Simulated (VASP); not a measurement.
Input:

```
KCl
1.0
    0.00000     3.04147     3.04147
    3.04147     0.00000     3.04147
    3.04147     3.04147     0.00000
K Cl
1 1
Direct
  0.00000   0.00000   0.00000
  0.50000   0.50000   0.50000
```

These are LDA (Ceperley-Alder, Perdew-Zunger), VASP's LDA PAW potentials (set 64) (plane waves; VASP) values and carry that method's errors. Run with 400 eV cut-off, 8×8×8 Γ-centred mesh, Gaussian smearing of 0.010 eV, potentials K_sv Cl.

Task: Give the electronic dielectric tensor ε∞ (DFPT, local fields included).

Result: 
```
2.51  0.00  0.00
0.00  2.51  0.00
0.00  0.00  2.51
```

Task: Give the Born effective charges.

Result: 
| atom | Z*xx | Z*yy | Z*zz | mean |
|---|---|---|---|---|
| K1 | 1.11 | 1.11 | 1.11 | 1.11 |
| Cl2 | -1.11 | -1.11 | -1.11 | -1.11 |

Task: And the static tensor with the ions free?

Result: 
```
4.72  0.00  0.00
0.00  4.72  0.00
0.00  0.00  4.72
```

Task: Which frequencies do the optical Γ-point modes have (no LO-TO splitting)?

Result: 162 (×3) cm⁻¹.

The compound is KCl in the rock salt structure. It was relaxed first, which changed the volume by -10 %.
